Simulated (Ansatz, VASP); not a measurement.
# Cross-check of BaAl6ZnSi13O37 (glassy 72SiO2-17Al2O3-6BaO-6ZnO (mol %)) between VASP and Ansatz

One calculation is typed for both programs; each brings its own data sets. How far apart do they land? Of the first pair: The structure shown is the start of the Ansatz relaxation below; VASP solves that cell, so the two are compared at the walk's first step.

Program: Ansatz 0.2.0. Level of theory: plane waves, with VASP 6.6.1 beside it; single point at revPBE. Results are calculated unless marked as measured.

**1. The starting structure**

The cell holds 116 atoms: 26 Si, 12 Al, 2 Ba, 2 Zn and 74 O. Cell: a = 11.087 Å, b = 11.087 Å, c = 11.087 Å, α = 90.0°, β = 90.0°, γ = 90.0°. As first built, before any earlier steps moved the atoms (in the runner's words): 116 atoms (26 Si, 12 Al, 2 Ba, 2 Zn, 74 O) placed at random at 3.22 g/cm^3, melted at 4000 K for 10 ps at fixed volume with the Morse and Coulomb pair potential with partial charges (Pedone, Malavasi, Menziani, Cormack and Segre, J. Phys. Chem. B 110, 11780 (2006)). Quenched from 4000 K to 300 K at 50 K/ps and fixed volume, held 5 ps.

**2. Ansatz: relaxation, revPBE**

Ansatz runs on its default PAW (the set named soft_2) files.

The two programs are compared at the cell with which this relaxation starts, whose forces are those of its first step.

input.yaml

```yaml
crystal:
  lattice:
    - [11.0867, 0.0, 0.0]
    - [0.0, 11.0867, 0.0]
    - [0.0, 0.0, 11.0867]
  atoms:
    - { symbol: Si, position: [0.40673, 0.89359, 0.7606] }
    - { symbol: Si, position: [0.37715, 0.49067, 0.98967] }
    - { symbol: Si, position: [0.71934, 0.94286, 0.63085] }
    - { symbol: Si, position: [0.26999, 0.76199, 0.04247] }
    - { symbol: Si, position: [0.9458, 0.46552, 0.91788] }
    - { symbol: Si, position: [0.94714, 0.50806, 0.48508] }
    - { symbol: Si, position: [0.97427, 0.88505, 0.43672] }
    - { symbol: Si, position: [0.71791, 0.38611, 0.1232] }
    - { symbol: Si, position: [0.76168, 0.9937, 0.2827] }
    - { symbol: Si, position: [0.38223, 0.14531, 0.54302] }
    - { symbol: Si, position: [0.19784, 0.894, 0.26748] }
    - { symbol: Si, position: [0.13239, 0.85804, 0.82747] }
    - { symbol: Si, position: [0.11293, 0.07916, 0.54194] }
    - { symbol: Si, position: [0.91645, 0.00765, 0.05163] }
    - { symbol: Si, position: [0.18192, 0.47593, 0.81498] }
    - { symbol: Si, position: [0.60433, 0.7238, 0.5088] }
    - { symbol: Si, position: [0.05778, 0.24933, 0.09252] }
    - { symbol: Si, position: [0.72027, 0.62665, 0.02545] }
    - { symbol: Si, position: [0.20811, 0.60986, 0.58578] }
    - { symbol: Si, position: [0.70393, 0.24613, 0.34532] }
    - { symbol: Si, position: [0.90219, 0.57192, 0.21795] }
    - { symbol: Si, position: [0.79251, 0.53443, 0.71078] }
    - { symbol: Si, position: [0.353, 0.83039, 0.49807] }
    - { symbol: Si, position: [0.50415, 0.86868, 0.1022] }
    - { symbol: Si, position: [0.39978, 0.41921, 0.50168] }
    - { symbol: Si, position: [0.50448, 0.14124, 0.89809] }
    - { symbol: Al, position: [0.54148, 0.40011, 0.76436] }
    - { symbol: Al, position: [0.75264, 0.23956, 0.86607] }
    - { symbol: Al, position: [0.66231, 0.71746, 0.2661] }
    - { symbol: Al, position: [0.49101, 0.0751, 0.30161] }
[... 80 atom lines left out ...]
    - { symbol: O, position: [0.47308, 0.9655, 0.19886] }
    - { symbol: O, position: [0.8662, 0.97608, 0.38202] }
    - { symbol: O, position: [0.41267, 0.89837, 0.61595] }
    - { symbol: O, position: [0.69558, 0.87103, 0.282] }
    - { symbol: O, position: [0.48125, 0.42095, 0.61975] }
    - { symbol: O, position: [0.07247, 0.57176, 0.54809] }
kpoints:
  mp_grid: { grid: [1, 1, 1] }
hamiltonian:
  xc: revpbe
scf:
  occupations: { method: fixed }
output:
  forces: true
relax:
  f_tol: 0.05
  max_steps: 150
  cell: {}
```

The run is started by

```
> ansatz run input.yaml --threads 4 --pin off --max-ram 8192MiB --backend cpu --events-out ev --progress --plain --runs-dir out
```

Numbers of over 12 decimals in the logs are rounded to 6 here.

Log:

```text
Engine: ansatz 0.2.0, x86_64-unknown-linux-gnu
Pseudopotentials: kind: paw
Pseudopotential: Si, paw, valence charge 4, recommended cutoff 420 eV (normal), Si.paw.azcp
Pseudopotential: Al, paw, valence charge 3, recommended cutoff 420 eV (normal), Al.paw.azcp
Pseudopotential: Ba, paw, valence charge 10, recommended cutoff 420 eV (normal), Ba.paw.azcp
Pseudopotential: Zn, paw, valence charge 12, recommended cutoff 420 eV (normal), Zn.paw.azcp
Pseudopotential: O, paw, valence charge 6, recommended cutoff 420 eV (normal), O.paw.azcp
Functional definition: revPBE
  parameter kappa = 1.245
  parameter beta = 0.066725
  exchange = pbe_x(kappa = kappa, mu = beta*pi^2/3)
  correlation = pbe_c(beta = beta)
Crystal: 116 atoms, lattice volume = 1362.721 Å³
Basis set: ecut = 420 eV, 26745 PW (Γ), exchange–correlation on 150×150×150 points (8 copies of the dense FFT grid, shifted against one another)
Bands: 430, of which v1, the nominal top of the filled ones, is band 314 counted from 1 (313 counted from 0)
Symmetry: 1 space group operations
Space group: P1 (ITA 1), of the structure as read, at distance tolerance 1.1e-4 Å
k-points: 1
Non-local potential: Si, projectors of the file, l = 0: 2, l = 1: 2, l = 2: 2
Non-local potential: Al, projectors of the file, l = 0: 2, l = 1: 2, l = 2: 1
Non-local potential: Ba, projectors of the file, l = 0: 3, l = 1: 2, l = 2: 2, l = 3: 2
Non-local potential: Zn, projectors of the file, l = 0: 2, l = 1: 2, l = 2: 3, l = 3: 1
Non-local potential: O, projectors of the file, l = 0: 2, l = 1: 2, l = 2: 1
PAW form: soft (Blöchl's): semilocal exchange-correlation on the pseudo side does not see the compensation charge
PAW frozen core: Si, regenerated for the run's functional, and the local potential with it (the file was generated under x = pbe(κ = 0.804, μ = 0.219515), c = pbe(β = 0.066725))
PAW frozen core: Al, regenerated for the run's functional, and the local potential with it (the file was generated under x = pbe(κ = 0.804, μ = 0.219515), c = pbe(β = 0.066725))
PAW frozen core: Ba, regenerated for the run's functional, and the local potential with it (the file was generated under x = pbe(κ = 0.804, μ = 0.219515), c = pbe(β = 0.066725))
PAW frozen core: Zn, regenerated for the run's functional, and the local potential with it (the file was generated under x = pbe(κ = 0.804, μ = 0.219515), c = pbe(β = 0.066725))
PAW frozen core: O, regenerated for the run's functional, and the local potential with it (the file was generated under x = pbe(κ = 0.804, μ = 0.219515), c = pbe(β = 0.066725))
PAW one-centre angular grid: Si, 110 points (default); XC on 64 Gauss nodes
PAW one-centre angular grid: Al, 110 points (default); XC on 64 Gauss nodes
PAW one-centre angular grid: Ba, 194 points (default); XC on 64 Gauss nodes
PAW one-centre angular grid: Zn, 590 points (default); XC on 64 Gauss nodes
PAW one-centre angular grid: O, 110 points (default); XC on 64 Gauss nodes
Initial density: superposition of atomic densities (neutral atoms: chi_scale 0, normalization atom), corrected by the library's trained network
Initial wavefunctions: pseudopotential atomic-orbital guess
Functional: x = revpbe(κ = 1.245, μ = 0.219515), c = pbe(β = 0.066725)
SCF iter   1: F=—  HF=-83821.143650 eV  |F-HF|=—  |Δ(HF+E_count)|=         —  Δρ=3.95e-3  dr2=2.47e-1  ethr=1.77e-3  ⟨swp⟩=6.0  Hψ=1518  notcnv=0  defer=113
preconditioner: auto → Resta (q_TF=auto, 2.398 Å⁻¹)  ε∞=3.4  [insulator: Δε(μ)=3.760 eV  Ē_g=16.372 eV  n_scr=304 (ndim 8)  ℏωp=25.2 eV  f_vac=0.070  ε∞_Penn≈3.4]
SCF iter   2: F=—  HF=-83821.125465 eV  |F-HF|=—  |Δ(HF+E_count)|=   1.82e-2  Δρ=1.94e-3  dr2=4.49e-2  ethr=3.93e-5  ⟨swp⟩=2.0  Hψ=681  notcnv=0  defer=114
SCF iter   3: F=—  HF=-83821.130617 eV  |F-HF|=—  |Δ(HF+E_count)|=   5.15e-3  Δρ=8.16e-4  dr2=1.24e-2  ethr=7.15e-6  ⟨swp⟩=3.0  Hψ=509  notcnv=0  defer=95
automatic band count: iteration 3 solves 411 bands in place of 430: the levels show a gap, and the empty bands left out lie too high to hold charge; the band table lists the bands solved (type scf.n_extra_bands for more)
SCF iter   4: F=—  HF=-83821.132394 eV  |F-HF|=—  |Δ(HF+E_count)|=   1.78e-3  Δρ=3.29e-4  dr2=1.18e-3  ethr=1.98e-6  ⟨swp⟩=2.0  Hψ=544  notcnv=0  defer=95
SCF iter   5: F=—  HF=-83821.132470 eV  |F-HF|=—  |Δ(HF+E_count)|=   7.57e-5  Δρ=1.44e-4  dr2=2.87e-4  ethr=1.87e-7  ⟨swp⟩=2.0  Hψ=562  notcnv=0  defer=95
SCF iter   6: F=—  HF=-83821.132804 eV  |F-HF|=—  |Δ(HF+E_count)|=   3.35e-4  Δρ=6.63e-5  dr2=5.46e-5  ethr=4.57e-8  ⟨swp⟩=2.0  Hψ=564  notcnv=0  defer=95
SCF iter   7: F=—  HF=-83821.130461 eV  |F-HF|=—  |Δ(HF+E_count)|=   2.34e-3  Δρ=1.99e-5  dr2=5.68e-6  ethr=8.69e-9  ⟨swp⟩=2.0  Hψ=723  notcnv=0  defer=91
[...]
- { symbol: Si, position: [0.369585, 0.161654, 0.521344] }
    - { symbol: Si, position: [0.211231, 0.900874, 0.271784] }
    - { symbol: Si, position: [0.127714, 0.862459, 0.839628] }
    - { symbol: Si, position: [0.106644, 0.101185, 0.551731] }
    - { symbol: Si, position: [0.907339, 0.013513, 0.059434] }
    - { symbol: Si, position: [0.173180, 0.472867, 0.809888] }
    - { symbol: Si, position: [0.596744, 0.728944, 0.538694] }
    - { symbol: Si, position: [0.061048, 0.248619, 0.079893] }
    - { symbol: Si, position: [0.734701, 0.602935, 0.020254] }
    - { symbol: Si, position: [0.212353, 0.589547, 0.563057] }
    - { symbol: Si, position: [0.707650, 0.227059, 0.336660] }
    - { symbol: Si, position: [0.877791, 0.560111, 0.228954] }
    - { symbol: Si, position: [0.810270, 0.515198, 0.699244] }
    - { symbol: Si, position: [0.352524, 0.821961, 0.507513] }
    - { symbol: Si, position: [0.509898, 0.858006, 0.123181] }
    - { symbol: Si, position: [0.396526, 0.412278, 0.477490] }
    - { symbol: Si, position: [0.488609, 0.145454, 0.881451] }
    - { symbol: Al, position: [0.563322, 0.373401, 0.718622] }
    - { symbol: Al, position: [0.740783, 0.225404, 0.860215] }
    - { symbol: Al, position: [0.659843, 0.724235, 0.288478] }
    - { symbol: Al, position: [0.493767, 0.074237, 0.296081] }
    - { symbol: Al, position: [0.628444, 0.182895, 0.591014] }
    - { symbol: Al, position: [0.931134, 0.775786, 0.659689] }
    - { symbol: Al, position: [0.990824, 0.270284, 0.348373] }
    - { symbol: Al, position: [0.931549, 0.035742, 0.783679] }
    - { symbol: Al, position: [0.477597, 0.349025, 0.217969] }
    - { symbol: Al, position: [0.313556, 0.135698, 0.117703] }
    - { symbol: Al, position: [0.678787, 0.965817, 0.917548] }
    - { symbol: Al, position: [0.545137, 0.685287, 0.821447] }
    - { symbol: Ba, position: [0.221540, 0.156807, 0.824180] }
    - { symbol: Ba, position: [0.201153, 0.483788, 0.247810] }
    - { symbol: Zn, position: [0.971538, 0.289622, 0.723607] }
    - { symbol: Zn, position: [0.023421, 0.765460, 0.159117] }
    - { symbol: O, position: [0.769974, 0.646105, 0.167281] }
    - { symbol: O, position: [0.081275, 0.967893, 0.524306] }
    - { symbol: O, position: [0.072883, 0.179287, 0.437838] }
    - { symbol: O, position: [0.439786, 0.039036, 0.798716] }
    - { symbol: O, position: [0.247989, 0.114468, 0.588134] }
    - { symbol: O, position: [0.656899, 0.916190, 0.776775] }
    - { symbol: O, position: [0.074433, 0.877566, 0.317183] }
    - { symbol: O, position: [0.197432, 0.222244, 0.053365] }
    - { symbol: O, position: [0.872565, 0.176109, 0.805610] }
    - { symbol: O, position: [0.675493, 0.265106, 0.714380] }
    - { symbol: O, position: [0.475022, 0.773011, 0.469217] }
    - { symbol: O, position: [0.070526, 0.543404, 0.873782] }
    - { symbol: O, position: [0.630003, 0.116308, 0.907981] }
    - { symbol: O, position: [0.412634, 0.429260, 0.099567] }
    - { symbol: O, position: [0.251712, 0.919815, 0.796097] }
    - { symbol: O, position: [0.710638, 0.061563, 0.591979] }
    - { symbol: O, position: [0.416840, 0.081628, 0.422350] }
    - { symbol: O, position: [0.031695, 0.127573, 0.669766] }
    - { symbol: O, position: [0.808384, 0.040543, 0.156000] }
    - { symbol: O, position: [0.874543, 0.458356, 0.582544] }
    - { symbol: O, position: [0.608988, 0.900323, 0.033047] }
    - { symbol: O, position: [0.300254, 0.619369, 0.058895] }
    - { symbol: O, position: [0.229458, 0.551958, 0.702348] }
    - { symbol: O, position: [0.213456, 0.781311, 0.189387] }
[...]
- { symbol: O, position: [0.644335, 0.310823, 0.216471] }
    - { symbol: O, position: [0.063063, 0.289775, 0.214137] }
    - { symbol: O, position: [0.483752, 0.958078, 0.212675] }
    - { symbol: O, position: [0.886888, 0.989847, 0.378882] }
    - { symbol: O, position: [0.380816, 0.907481, 0.614807] }
    - { symbol: O, position: [0.721943, 0.860852, 0.287788] }
    - { symbol: O, position: [0.478659, 0.422139, 0.593783] }
    - { symbol: O, position: [0.073458, 0.581735, 0.520563] }
```

**3. VASP: single point, revPBE, start cell, pair 1**

The same cell, functional and mesh now go to VASP, with its own data sets.

Lines of VASP's logs that name or quote its potential files are left out, and so is its time.

INCAR

```
SYSTEM = BaAl6ZnSi13O37
PREC = Accurate
ENCUT = 520
EDIFF = 1E-06
NELM = 120
ISMEAR = 0
SIGMA = 0.01
LREAL = Auto
ALGO = Normal
GGA = RE
NBANDS = 400
LORBIT = 11
LWAVE = .FALSE.
LCHARG = .FALSE.
ISIF = 2
LASPH = .TRUE.
GGA_COMPAT = .FALSE.
EFERMI = MIDGAP
NCORE = 4
```

POSCAR

```
BaAl6ZnSi13O37
1.0
   11.0867000000      0.0000000000      0.0000000000
    0.0000000000     11.0867000000      0.0000000000
    0.0000000000      0.0000000000     11.0867000000
Si Al Ba Zn O
26 12 2 2 74
Direct
    0.4067305871      0.8935932243      0.7605960295
    0.3771455889      0.4906689998      0.9896723101
    0.7193393886      0.9428594622      0.6308459686
    0.2699901684      0.7619941010      0.0424743161
    0.9457999224      0.4655217513      0.9178835902
    0.9471438751      0.5080592061      0.4850767135
    0.9742664634      0.8850514581      0.4367214771
    0.7179142576      0.3861112865      0.1232016741
    0.7616784075      0.9937041681      0.2826990899
    0.3822327654      0.1453092444      0.5430200150
    0.1978406559      0.8939991161      0.2674826594
    0.1323928671      0.8580371075      0.8274689493
    0.1129281030      0.0791579099      0.5419376370
    0.9164494394      0.0076488044      0.0516294299
    0.1819206797      0.4759306196      0.8149765034
    0.6043277080      0.7238041978      0.5087988310
    0.0577809447      0.2493257687      0.0925162582
    0.7202684297      0.6266517539      0.0254539223
    0.2081142270      0.6098568555      0.5857829652
    0.7039335420      0.2461327537      0.3453236761
    0.9021891095      0.5719195072      0.2179458270
    0.7925081404      0.5344331496      0.7107795827
    0.3529995400      0.8303913698      0.4980742692
    0.5041536255      0.8686804910      0.1022035412
    0.3997763085      0.4192140132      0.5016821958
    0.5044783389      0.1412413072      0.8980941128
    0.5414776263      0.4001100418      0.7643572930
    0.7526405513      0.2395573074      0.8660737641
    0.6623070887      0.7174632668      0.2661026275
    0.4910117528      0.0750989925      0.3016136452
[... 80 atom lines left out ...]
    0.4730803575      0.9654992017      0.1988598952
    0.8662000415      0.9760794465      0.3820162898
    0.4126656264      0.8983737271      0.6159542515
    0.6955811919      0.8710256433      0.2819955442
    0.4812523113      0.4209458180      0.6197515943
    0.0724742259      0.5717571505      0.5480891519
```

KPOINTS

```
Automatic mesh
0
Gamma
1 1 1
0 0 0
```

PAW data sets: Si, Al, Ba_sv, Zn and O (PBE family, release 64).

The run is started by

```
> mpirun -np 16 vasp_gam
```

Log:

```text
[banner, memory and clock lines left out]
running   16 mpi-ranks, on    1 nodes
[...]
|                                                                             |
|               ----> ADVICE to this user running VASP <----                  |
|                                                                             |
|     You enforced a specific xc type in the INCAR file but a different       |
|     [... a line on the potential file left out ...]
|     I HOPE YOU KNOW WHAT YOU ARE DOING!                                     |
|                                                                             |

 LDA part: xc-table for (Slater+PW92), standard interpolation
 POSCAR, INCAR and KPOINTS ok, starting setup
[...]
entering main loop
       N       E                     dE             d eps       ncg     rms          rms(c)
DAV:   1     0.673811335743E+04    0.67381E+04   -0.36169E+05   800   0.161E+03
DAV:   2    -0.235116727243E+03   -0.69732E+04   -0.66688E+04   976   0.415E+02
DAV:   3    -0.929645321755E+03   -0.69453E+03   -0.68670E+03   936   0.148E+02
DAV:   4    -0.953305833996E+03   -0.23661E+02   -0.23541E+02   952   0.302E+01
[...]
DAV:  19    -0.824961347047E+03   -0.35682E-05   -0.97168E-06  1120   0.119E-02    0.650E-03
DAV:  20    -0.824961348548E+03   -0.15012E-05   -0.39627E-06   768   0.599E-03    0.262E-03
DAV:  21    -0.824961348908E+03   -0.36031E-06   -0.12566E-06   608   0.320E-03
   1 F= -.82496135E+03 E0= -.82496135E+03  d E =0.000000E+00
```

From OUTCAR (step 3):

```text
  Total      128.7308705     95.5428115    138.9802372     12.9894888     11.1796103    -19.8910052
  in kB      151.3513854    112.3315396    163.4017649     15.2719944     13.1440850    -23.3862412
  external PRESSURE =     142.3615633 kB  Pullay stress =       0.0000000 kB

 POSITION                                       TOTAL-FORCE (eV/Angst)
 -----------------------------------------------------------------------------------
      4.50930      9.90700      8.43250         0.074425     -0.981859      0.417341
      4.18130      5.43990     10.97220         0.826830      2.928777     -2.288917
      7.97510     10.45320      6.99400         1.401729     -1.094702     -0.424462
      2.99330      8.44800      0.47090         1.623135     -1.425144     -0.754265
     10.48580      5.16110     10.17630         0.515512      0.637448      2.961788
     10.50070      5.63270      5.37790         2.758687     -0.166416      2.012307
     10.80140      9.81230      4.84180        -1.255552      0.215795     -0.826737
      7.95930      4.28070      1.36590         1.073503      2.713425     -2.348701
[...]
2.49560      8.69970      1.93210        -1.348047     -1.869327      2.457413
      9.26380      4.91910      2.03620         0.679846     -0.383954      1.273290
      7.26030      1.09160      3.43940         0.653731      1.445308     -0.046195
      7.19640      5.65470      0.81220        -1.727270     -1.526350      1.010754
      9.32600      2.68000      3.84970         1.442354     -0.393325     -0.818192
[...]
-----------------------------------------------------------------------------------
    total drift:                                0.020477      0.008400     -0.000963

  FREE ENERGIE OF THE ION-ELECTRON SYSTEM (eV)
  ---------------------------------------------------
  free  energy   TOTEN  =      -824.9613489084 eV

  energy  without entropy=     -824.9613489084  energy(sigma->0) =     -824.96134891

[... 3 further parts left out ...]
[key lines of the parts left out:]
E-fermi :   5.2108
```

The run ends at a pressure of 14.24 GPa, with forces up to 5.4 eV/Å.

**4. Side by side**

Known differences besides the potentials themselves: fixed occupations in Ansatz, narrow Gaussian smearing in VASP; the cutoff is 420 eV in Ansatz and 520 eV in VASP (PREC = Accurate, projectors in real space); Ansatz makes its cores anew for this functional, VASP keeps those of its PBE data sets. Total energies have different zeros and are not compared.

Forces on 10 of the 116 atoms, those with the largest forces and the largest differences (eV/Å; atoms numbered as in POSCAR):

| atom | Ansatz x, y, z | VASP x, y, z |
| --- | --- | --- |
| Si13 | 1.258, 4.399, -0.486 | 1.303, 4.358, -0.455 |
| Si17 | -1.897, 0.930, -3.555 | -1.925, 0.952, -3.603 |
| Si21 | -4.415, -1.220, -2.142 | -4.424, -1.216, -2.101 |
| O44 | -0.492, -4.508, 0.403 | -0.496, -4.495, 0.376 |
| O51 | 0.914, -0.418, 0.226 | 0.869, -0.485, 0.271 |
| O83 | -5.097, -0.604, 1.586 | -5.151, -0.620, 1.584 |
| O94 | -1.419, -1.488, -3.505 | -1.452, -1.451, -3.538 |
| O96 | 0.491, -0.709, 0.703 | 0.578, -0.665, 0.662 |
| O100 | 0.085, -0.297, -1.559 | 0.118, -0.309, -1.483 |
| O110 | 0.079, 1.687, 3.724 | 0.055, 1.664, 3.777 |

The forces differ by 27 meV/Å r.m.s., which is 2.0 % of the r.m.s. force of 1.358 eV/Å (both taken over all components).

**5. Ansatz: relaxation, revPBE**

This run makes the geometry at which the two programs are then compared. The cell compared in this pair holds 1523.90 Å³, against 1362.72 Å³ for the pair before.

The structure compared here is the end of the Ansatz relaxation.

input.yaml is that of step 2.

The run is started by

```
> ansatz run input.yaml --threads 4 --pin off --max-ram 8192MiB --backend cpu --events-out ev --progress --plain --runs-dir out
```

Log:

```text
[...]
Crystal: 116 atoms, lattice volume = 1362.721 Å³
Basis set: ecut = 420 eV, 26745 PW (Γ), exchange–correlation on 150×150×150 points (8 copies of the dense FFT grid, shifted against one another)
Bands: 430, of which v1, the nominal top of the filled ones, is band 314 counted from 1 (313 counted from 0)
Symmetry: 1 space group operations
[...]
k-points: 1
[...]
- { symbol: O, position: [0.081275, 0.967893, 0.524306] }
    - { symbol: O, position: [0.072883, 0.179287, 0.437838] }
    - { symbol: O, position: [0.439786, 0.039036, 0.798716] }
    - { symbol: O, position: [0.247989, 0.114468, 0.588134] }
    - { symbol: O, position: [0.656899, 0.916190, 0.776775] }
    - { symbol: O, position: [0.074433, 0.877566, 0.317183] }
    - { symbol: O, position: [0.197432, 0.222244, 0.053365] }
[...]
- { symbol: O, position: [0.380816, 0.907481, 0.614807] }
    - { symbol: O, position: [0.721943, 0.860852, 0.287788] }
    - { symbol: O, position: [0.478659, 0.422139, 0.593783] }
    - { symbol: O, position: [0.073458, 0.581735, 0.520563] }
```

(Part 1 of 2 ends here.)

[Lines on the potential files, build, host, timing and source positions are cut from VASP's logs without a mark.]

[Logs are printed without paths, hosts, clocks, repeated set-up lines and the standing remarks that a program may print on its own settings, such as how far it seeks lower states.]

[Hosts, paths, dates, database ids (printed as entryN), source tags and the programs' standing remarks are cut or masked in the printed files.]
